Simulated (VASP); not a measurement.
Crystal: GaN.

```
Ga N
1.0
     3.21745    0.00000    0.00000
    -1.60872    2.78639    0.00000
     0.00000    0.00000    5.24182
Ga N
2 2
Cartesian
  1.6087 0.9288 2.6163
  0.0000 1.8576 5.2372
  1.6087 0.9288 4.5912
  0.0000 1.8576 1.9703
```

The cell is a database's computed one.

Base run:

| Property | Result |
| --- | --- |
| Program | VASP 6.6.1 |
| Functional | PBE |
| Potentials or basis | VASP PAW PBE potentials, release 64 (Ga_d, N) |
| Cutoff | 600 eV |
| k mesh | 12 × 12 × 8 |
| Occupations | gaussian, width 0.02 eV |
| Spin | no spin polarisation |

Its results: band gap on the k mesh 1.72 eV, direct.

The run is repeated on the same cell with these changes: functional from PBE to r2SCAN; cutoff from 600 eV to 450 eV; further incar settings from ALGO = Fast; EDIFF = 1e-06 to ALGO = Normal; EDIFF = 1e-06. What comes out?

Band gap on the k mesh 2.12 eV, direct.
